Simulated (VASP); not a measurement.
Consider the following.

```
Al31As32Si
1.0
   11.46485     0.00000     0.00000
    0.00000    11.46485     0.00000
    0.00000     0.00000    11.46485
Al As Si
31 32 1
Direct
  0.50003   0.00015   0.00019
  0.75036   0.24957   0.00053
  0.75033   0.00025   0.24979
  0.00001   0.00003   0.99999
  0.24982   0.24978   0.99997
  0.49998   0.49996   0.00018
  0.75034   0.75035   0.99977
  0.24982   0.00002   0.24980
  0.49754   0.25011   0.25015
  0.75015   0.50276   0.25001
  0.49998   0.00007   0.49996
  0.75018   0.24985   0.50272
  0.75033   0.99977   0.75033
  0.99994   0.50001   0.00028
  0.24958   0.75047   0.00052
  0.99987   0.24980   0.24977
  0.24996   0.49747   0.24997
  0.50266   0.75025   0.24992
  0.99988   0.00001   0.50005
  0.24981   0.24986   0.49754
  0.75001   0.75002   0.49767
  0.24967   0.00029   0.75036
  0.50266   0.24969   0.75043
  0.75039   0.49717   0.75052
  0.00025   0.75039   0.24978
  0.00005   0.50001   0.49995
  0.24976   0.75036   0.50266
  0.00040   0.24960   0.75039
  0.24948   0.50292   0.75060
  0.49726   0.75044   0.75054
  0.99964   0.75049   0.75032
  0.62494   0.12585   0.12608
  0.87415   0.37506   0.12602
  0.87422   0.12589   0.37505
  0.12497   0.12500   0.12499
  0.37505   0.37498   0.12458
  0.62507   0.62508   0.12437
  0.87504   0.87507   0.12496
  0.37504   0.12459   0.37505
  0.62167   0.37861   0.37872
  0.87563   0.62516   0.37508
  0.62503   0.12429   0.62507
  0.87584   0.37492   0.62510
  0.87503   0.12495   0.87506
  0.12577   0.62496   0.12596
  0.37506   0.87437   0.12595
  0.12449   0.37498   0.37500
  0.37840   0.62183   0.37858
  0.62512   0.87563   0.37509
  0.12579   0.12572   0.62501
  0.37803   0.37843   0.62220
  0.62159   0.62159   0.62228
  0.87407   0.87422   0.62501
  0.37498   0.12576   0.87435
  0.62509   0.37484   0.87593
  0.87436   0.62501   0.87437
  0.12580   0.87442   0.37504
  0.12422   0.62517   0.62506
  0.37495   0.87580   0.62509
  0.12566   0.37500   0.87451
  0.37488   0.62518   0.87596
  0.62503   0.87443   0.87437
  0.12494   0.87507   0.87504
  0.49981   0.50008   0.50062
```
Cell charge +1.

Computed with HSE06 screened hybrid, VASP's PBE PAW potentials (set 64) (plane waves; VASP). Numerical set-up: PREC = Normal, LREAL = Auto, ISYM = 0, NELECT = 256.0, EDIFF = 1E-5, 400 eV cut-off, 1×1×1 Γ-centred mesh, Gaussian smearing of 0.050 eV, potentials Al As Si.

The cell is charged, with a uniform compensating background. The supercell is sampled at Γ alone, which is coarse: total energies, pressure and levels can be off, energies of defects by several tenths of an eV.

Q: Estimate the energy per atom (σ→0).

A: 
```
Property                               Result
---------------------  ----------------------
energy per atom (σ→0)  -533.3 kJ/mol of atoms
```

The absolute energy has meaning only against runs of the same code, potentials and settings.

The cell is a supercell with a defect, built from AlAs (zinc blende): Si_Al, charge +1. The cell's shape comes from a PBE relaxation. The run is not spin-polarised, so no state with unpaired spins was tried.
